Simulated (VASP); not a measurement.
Input:

```
RhSe
1.0
    0.00000     2.75329     2.75329
    2.75329     0.00000     2.75329
    2.75329     2.75329     0.00000
Rh Se
1 1
Direct
  0.00000   0.00000   0.00000
  0.25000   0.25000   0.25000
```

These are r2SCAN meta-GGA, VASP's PBE PAW potentials (set 64) (plane waves; VASP) values and carry that method's errors. Run with 400 eV cut-off, 13×13×13 Γ-centred mesh, tetrahedra with Blöchl corrections, potentials Rh_pv Se.

Question: Predict the energy per atom (σ→0), band gap (over mesh and band path) with the smallest direct gap where there is one.

Answer: 
The band gap (over mesh and band path) is none (metal, semimetal or under 0.01 eV) and the energy per atom (σ→0) comes out as -19.373 eV/atom.

The structure was generated: RhSe was put into the zinc blende type (F-43m), which need not be its known phase. It was relaxed first, which changed the volume by -25 %. The electron count is odd and the run is not spin-polarised, which forces a metal.
